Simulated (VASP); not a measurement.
# SiF (R-3m) in VASP: further runs, part 3 of 3

VASP 6.6.1.

### Step 6. Phonons, LDA

POSCAR

```
SiF
1.0
    1.3386000000      0.7728400000      3.8983100000
   -1.3386000000      0.7728400000      3.8983100000
    0.0000000000     -1.5456800000      3.8983100000
Si F
1 1
Direct
    0.5000000000      0.5000000000      0.5000000000
    0.0000000000      0.0000000000      0.0000000000
```

INCAR.step1

```
SYSTEM = SiF
  PREC = Accurate
  ENCUT = 600
  EDIFF = 1E-8
  ISMEAR = 0
  SIGMA = 0.02
  LREAL = .False.
  LASPH = .True.
  NELM = 100
  ALGO = Normal
  ISIF = 3
  LWAVE = .False.
  LCHARG = .False.
  IBRION = 2
  NSW = 40
  EDIFFG = -0.002
```

INCAR.step2

```
SYSTEM = SiF
  PREC = Accurate
  ENCUT = 600
  EDIFF = 1E-8
  ISMEAR = 0
  SIGMA = 0.02
  LREAL = .False.
  LASPH = .True.
  NELM = 100
  ALGO = Normal
  ISIF = 2
  LWAVE = .False.
  LCHARG = .False.
  IBRION = 6
  NFREE = 2
  POTIM = 0.015
  NSW = 1
```

KPOINTS

```
Automatic mesh
0
Gamma
  9 9 9
  0 0 0
```

Potentials or basis: VASP PAW LDA potentials, release 64 (Si, F).

Started as:

```sh
$ cat potpaw_LDA.64/Si/POTCAR potpaw_LDA.64/F/POTCAR > POTCAR
$ cp INCAR.step1 INCAR
$ mpirun -np 1 vasp_std > vasp.out
$ cp CONTCAR POSCAR
$ cp INCAR.step2 INCAR
$ mpirun -np 1 vasp_std > vasp.out
```

OUTCAR:

```text
SYSTEM = SiF
   PREC = Accurate
   ENCUT = 600
   EDIFF = 1E-8
   ISMEAR = 0
   LREAL = .False.
   LASPH = .True.
   NELM = 100
   ISIF = 2
   IBRION = 6
   NFREE = 2
   POTIM = 0.015
   NSW = 1

 ion  position               nearest neighbor table
   1  0.500  0.500  0.500-   2 2.43   2 2.43   2 2.43   2 2.43   2 2.43   2 2.43
   2  0.000  0.000  0.000-   1 2.43   1 2.43   1 2.43   1 2.43   1 2.43   1 2.43

  LATTYP: Found a trigonal (rhomboedric) cell.
 ALAT       =     4.1051037644
 COS(alpha) =     0.7989045206

  Lattice vectors:

 A1 = (   1.3016981731,   0.7515348079,   3.8200332741)
 A2 = (  -1.3016981731,   0.7515348079,   3.8200332741)
 A3 = (   0.0000000000,  -1.5030696159,   3.8200332741)

[... 778 lines left out ...]
  -------------------------------------------------------------------------------------
  Total        0.0114642      0.0114641      0.0108091      0.0000000      0.0000000     -0.0000000
  in kB        0.8191727      0.8191705      0.7723648      0.0000000      0.0000000     -0.0000000
  external PRESSURE =       0.8035693 kB  Pullay stress =       0.0000000 kB
[... 17 lines left out ...]
  FREE ENERGIE OF THE ION-ELECTRON SYSTEM (eV)
  ---------------------------------------------------
  free  energy   TOTEN  =       -10.1547989321 eV

  energy  without entropy=      -10.1547080949  energy(sigma->0) =      -10.15475351

 INTERNAL STRAIN TENSORS FROM DISPLACED ATOMS
 ============================================

 INTERNAL STRAIN TENSOR FOR ION    1 for displacements in x,y,z  (eV/Angst):
          X           Y           Z          XY          YZ          ZX
  --------------------------------------------------------------------------------
  x     0.00000     0.00000     0.00000     0.00000     0.00000     0.00000
  y     0.00000     0.00000     0.00000     0.00000     0.00000     0.00000
  z     0.00000     0.00000     0.00000     0.00000     0.00000     0.00000

 INTERNAL STRAIN TENSOR FOR ION    2 for displacements in x,y,z  (eV/Angst):
          X           Y           Z          XY          YZ          ZX
  --------------------------------------------------------------------------------
  x     0.00000     0.00000     0.00000     0.00000     0.00000     0.00000
  y     0.00000     0.00000     0.00000     0.00000     0.00000     0.00000
  z     0.00000     0.00000     0.00000     0.00000     0.00000     0.00000

 Eigenvectors and eigenvalues of the dynamical matrix
 ----------------------------------------------------

   1 f  =    0.001662 THz     0.010446 2PiTHz    0.055454 cm-1     0.006875 meV
             X         Y         Z           dx          dy          dz
      0.000000  0.000000  5.730050    -0.772501    0.000000    0.000000
      0.000000  0.000000  0.000000    -0.635014    0.000000    0.000000
[... 21 lines left out ...]
   6 f/i=    7.308607 THz    45.921332 2PiTHz  243.788890 cm-1    30.225956 meV
             X         Y         Z           dx          dy          dz
      0.000000  0.000000  5.730050     0.000000    0.000000   -0.635170
      0.000000  0.000000  0.000000     0.000000    0.000000    0.772372

 ELASTIC MODULI CONTR FROM IONIC RELAXATION (kBar)
 Direction    XX          YY          ZZ          XY          YZ          ZX
 --------------------------------------------------------------------------------
 XX           0.0000      0.0000      0.0000      0.0000      0.0000      0.0000
 YY           0.0000      0.0000      0.0000      0.0000      0.0000      0.0000
 ZZ           0.0000      0.0000      0.0000      0.0000      0.0000      0.0000
 XY           0.0000      0.0000      0.0000      0.0000      0.0000      0.0000
 YZ           0.0000      0.0000      0.0000      0.0000      0.0000      0.0000
 ZX           0.0000      0.0000      0.0000      0.0000      0.0000      0.0000
 --------------------------------------------------------------------------------
```

OUTCAR.step1:

```text
SYSTEM = SiF
   PREC = Accurate
   ENCUT = 600
   EDIFF = 1E-8
   ISMEAR = 0
   LREAL = .False.
   LASPH = .True.
   NELM = 100
[... 725 lines left out ...]
  -------------------------------------------------------------------------------------
  Total        0.0015122      0.0015122     -0.0034931      0.0000000     -0.0000000      0.0000000
  in kB        0.1080561      0.1080558     -0.2495982      0.0000000     -0.0000000      0.0000000
  external PRESSURE =      -0.0111621 kB  Pullay stress =       0.0000000 kB
[... 17 lines left out ...]
  FREE ENERGIE OF THE ION-ELECTRON SYSTEM (eV)
  ---------------------------------------------------
  free  energy   TOTEN  =       -10.1589208727 eV

  energy  without entropy=      -10.1588300356  energy(sigma->0) =      -10.15887545

 reached required accuracy - stopping structural energy minimisation
```

Run time: 13 min. Hardware: 1 thread of Intel Xeon Platinum 8488C (Sapphire Rapids), shared host; peak memory 0.27 GiB.

What came out:

```
Relaxed volume                                          : 11.21 Å³/atom
Relaxed cell                                            : a = 4.105 Å, b = 4.105 Å, c = 4.105 Å, α = 36.97°, β = 36.97°, γ = 36.97°
Space group after relaxing (to 0.05 Å)                  : R-3m (No. 166)
Highest phonon frequency at Γ, LO-TO splitting left out : 0 cm⁻¹
Most unstable mode                                      : 244i cm⁻¹
```

The path:
```tsv
step	energy change (eV)	largest force (eV/Å)	pressure (GPa)	volume (Å³)
1	0.0000	0.0000	-7.09	24.20
2	-0.0359	0.0000	1.14	22.37
3	-0.0373	0.0000	-0.34	22.64
4	-0.0409	0.0000	0.03	22.43
5	-0.0409	0.0000	0.05	22.41
6	-0.0409	0.0000	0.06	22.41
7	-0.0409	0.0000	0.00	22.42
```

Final structure:
```yaml
crystal:
  lattice:
    - [1.30170, 0.75153, 3.82003]
    - [-1.30170, 0.75153, 3.82003]
    - [0.00000, -1.50307, 3.82003]
  atoms:
    - { symbol: Si, position: [0.50000, 0.50000, 0.50000] }
    - { symbol: F, position: [0.00000, 0.00000, 0.00000] }
```

Phonon frequencies in cm⁻¹ (negative: imaginary):
| q point | frequencies |
| --- | --- |
| (0.000, 0.000, 0.000) | -244 -212 -212 0 0 0 |

Caveat: some modes are imaginary.

### Step 7. Elastic constants, LDA

POSCAR is that of step 6.

INCAR.step1

```
PREC = Accurate
ENCUT = 600
EDIFF = 1E-8
ISMEAR = 0
SIGMA = 0.02
LREAL = False
LASPH = True
NELM = 80
ALGO = Fast
ISIF = 3
LWAVE = False
LCHARG = False
GGA = CA
IBRION = 2
NSW = 40
EDIFFG = -0.002
```

INCAR.step2

```
PREC = Accurate
ENCUT = 600
EDIFF = 1E-8
ISMEAR = 0
SIGMA = 0.02
LREAL = False
LASPH = True
NELM = 80
ALGO = Fast
ISIF = 3
LWAVE = False
LCHARG = False
GGA = CA
IBRION = 6
NFREE = 2
POTIM = 0.015
NSW = 1
```

KPOINTS

```
Automatic mesh
0
Gamma
  9 9 9
```

Started as:

```sh
$ cat potpaw_LDA.64/Si/POTCAR potpaw_LDA.64/F/POTCAR > POTCAR
$ cp INCAR.step1 INCAR
$ mpirun -np 1 vasp_std > vasp.out
$ cp CONTCAR POSCAR
$ cp INCAR.step2 INCAR
$ mpirun -np 1 vasp_std > vasp.out
```

It took 19 min on 1 thread of Intel Xeon Platinum 8488C (Sapphire Rapids), shared host; peak memory 0.37 GiB.

The run converged. Its results:

* Relaxed volume: 11.21 Å³/atom
* Relaxed cell: a = 4.105 Å, b = 4.105 Å, c = 4.105 Å, α = 36.98°, β = 36.98°, γ = 36.98°
* Space group after relaxing (to 0.05 Å): R-3m (No. 166)
* Voigt bulk modulus: 111 GPa
* Highest phonon frequency at Γ, LO-TO splitting left out: 0 cm⁻¹
* Most unstable mode: 244i cm⁻¹

Step by step:
```csv
step,energy change (eV),largest force (eV/Å),pressure (GPa),volume (Å³)
1,0.0000,0.0000,-7.09,24.20
2,-0.0360,0.0000,1.13,22.37
3,-0.0373,0.0000,-0.34,22.65
4,-0.0409,0.0000,0.01,22.43
5,-0.0409,0.0000,0.06,22.41
6,-0.0409,0.0000,0.04,22.42
7,-0.0409,0.0000,-0.04,22.43
8,-0.0409,0.0000,-0.01,22.43
9,-0.0409,0.0000,0.00,22.42
```

Final structure:
```cif
data_structure
_symmetry_space_group_name_H-M 'P 1'
_symmetry_Int_Tables_number 1
_cell_length_a 4.1049
_cell_length_b 4.1049
_cell_length_c 4.1049
_cell_angle_alpha 36.979
_cell_angle_beta 36.979
_cell_angle_gamma 36.979
_cell_volume 22.42
loop_
_atom_site_label
_atom_site_type_symbol
_atom_site_fract_x
_atom_site_fract_y
_atom_site_fract_z
_atom_site_occupancy
Si1 Si 0.50000 0.50000 0.50000 1
F1 F 0.00000 0.00000 0.00000 1
```

Phonon frequencies in cm⁻¹ (negative: imaginary):
| q point | frequencies |
| --- | --- |
| (0.000, 0.000, 0.000) | -244 -211 -211 0 0 0 |

Elastic tensor in Voigt notation (GPa, in the Cartesian axes of the cell as first typed):
```
226   9  20  17   0   0
  9 226  20 -17   0   0
 20  20 443   0   0   0
 17 -17   0 -41   0   0
  0   0   0   0 -41  17
  0   0   0   0  17 109
```

Clamped-ion elastic tensor (GPa):
```
226   9  20  17   0   0
  9 226  20 -17   0   0
 20  20 443   0   0   0
 17 -17   0 -41   0   0
  0   0   0   0 -41  17
  0   0   0   0  17 109
```

Caveat: some modes are imaginary; the elastic tensor has a negative eigenvalue, so either the cell is unstable as it stands or the mesh is too thin.

### Step 8. Overview

| task | cell | k mesh | cutoff (eV) | k mesh for the DOS | occupations for the DOS | ions in elastic constants | gap on the mesh (eV) | pressure (GPa) |
| --- | --- | --- | --- | --- | --- | --- | --- | --- |
| optical spectrum | as given | 12 × 12 × 12 | 520 | - | - | - | none | -6.5 |
| density of states | as given | 12 × 12 × 12 | 520 | 18 × 18 × 18 | tetrahedron | - | - | - |
| electric field gradients | as given | 12 × 12 × 12 | 520 | - | - | - | none | -6.5 |
| core levels | as given | 12 × 12 × 12 | 520 | - | - | - | none | -6.6 |
| phonons | relaxed | 9 × 9 × 9 | 600 | - | - | - | - | - |
| elastic constants | relaxed | 9 × 9 × 9 | 600 | - | - | relaxed | - | - |

Alike in all rows: level LDA; potentials or basis VASP PAW LDA potentials, release 64 (Si, F); no spin polarisation; smearing gaussian 0.02 eV.

Every run on the cell as given and a fine mesh finds a metal.

Caveats: an odd number of electrons without spin polarisation forces a metal (some runs); a magnetic or distorted state may lie lower (some runs); some modes are imaginary (some runs); spectra need much finer meshes, so this one isn't converged (some runs); independent-particle spectra lack excitons (some runs); the intraband (Drude) part of a metal's response may be missing (some runs).

Total energies depend on the potentials used, so only differences within one code and one set of settings carry meaning.
